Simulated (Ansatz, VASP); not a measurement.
**One calculation of ScMnS3, two programs**

```
Sc Mn S
1.0
     4.53050    0.00000    0.00000
     0.00000    4.53050    0.00000
     0.00000    0.00000    4.53050
Sc Mn S
1 1 3
Direct
  0.50000 0.50000 0.50000
  0.00000 0.00000 0.00000
  0.50000 0.00000 0.00000
  0.00000 0.50000 0.00000
  0.00000 0.00000 0.50000
```

Alike in both runs: task relaxation of cell and atoms; functional PBE; k mesh 8 × 8 × 8; occupations gaussian, width 0.1 eV; collinear spin.

|  | VASP | Ansatz |
| --- | --- | --- |
| version | VASP 6.6.1 | Ansatz 0.2.0 |
| potentials or method | VASP PAW PBE potentials, release 64 (Sc_sv, Mn_pv, S) | scalar-relativistic, plane waves, PAW |
| plane-wave cutoff (eV) | 600 | 420 |
| valence electrons in the cell | 42 | 44 |

```csv
,VASP,Ansatz,Ansatz less VASP
"gap on the k mesh at the Fermi level, each at its own relaxed structure (eV)",none,none,-
net moment per atom (μB),0.74,0.74,0.000
size of the moment on the site where the two differ most (μB),3.21,3.04,-0.176
relaxed volume (Å³/atom),18.85,18.85,+0.001
relaxed cell length with the largest relative difference (Å),4.551,4.551,+0.0001
```

Site moments also hang on the region over which each program counts them. A gap of «none» marks a metal or a gap that the smearing closes. The two sets of potentials don't hold the same shells in valence.

Caveats: a cell with one magnetic atom can't hold antiferromagnetic order, which such compounds often take; semilocal functionals often make such compounds metallic where correlation or magnetic order opens a gap, which also shifts bond lengths.
